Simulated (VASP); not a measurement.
## AlPt₃ (space group Pm-3m): computed properties

All values below come from LDA (Ceperley-Alder, Perdew-Zunger), VASP's LDA PAW potentials (set 64) (plane waves; VASP).

For AlPt3, the space group comes out as Pm-3m (221), the cell comes out as a = b = c = 3.854 Å, α = β = γ = 90.00° and the volume per atom is 14.31 Å³/atom. The band gap (over mesh and band path) is none (metal, semimetal or under 0.01 eV), the band gap with spin-orbit coupling is none (metallic) and the density comes out as 17.76 g/cm³.

```yaml
crystal:
  lattice:
    - [3.85400, 0.00000, 0.00000]
    - [0.00000, 3.85400, 0.00000]
    - [0.00000, 0.00000, 3.85400]
  atoms:
    - { symbol: Al, position: [0.00000, 0.00000, 0.00000] }
    - { symbol: Pt, position: [0.00000, 0.50000, 0.50000] }
    - { symbol: Pt, position: [0.50000, 0.00000, 0.50000] }
    - { symbol: Pt, position: [0.50000, 0.50000, 0.00000] }
```

Unless said otherwise, spin-orbit coupling is left out, though it shifts the bands of the heavy elements here.

The structure comes from a computed database's AlPt3 entry (Pm-3m); how it stands against other phases isn't given here. It was relaxed first. Symmetry was kept, so distortions that lower it aren't found. The electron count is odd and the run is not spin-polarised, which forces a metal.
